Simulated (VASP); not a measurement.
Consider the following.

```
CELL_PARAMETERS angstrom
      0.00000     2.76403     2.76403
      2.76403     0.00000     2.76403
      2.76403     2.76403     0.00000
ATOMIC_POSITIONS crystal
  Ag 0.00000 0.00000 0.00000
  Br 0.50000 0.50000 0.50000
```

Level of theory: PBEsol GGA, VASP's PBE PAW potentials (set 64) (plane waves; VASP). Run with 500 eV cut-off, 8×8×8 Γ-centred mesh, Gaussian smearing of 0.050 eV, potentials Ag Br.

Question: Estimate the energy per atom (σ→0), pressure, band gap (on the k-mesh) with the smallest direct gap where there is one.

Answer: 
band gap (on the k-mesh): 0.51 eV
smallest direct gap (on the k-mesh): 2.89 eV
energy per atom (σ→0): -2.824 eV/atom
pressure: 5.04 GPa

Total energies compare only between runs with the same potentials, cut-off and functional.

The compound is AgBr in the rock salt structure. It was relaxed first under an external pressure of 5 GPa.
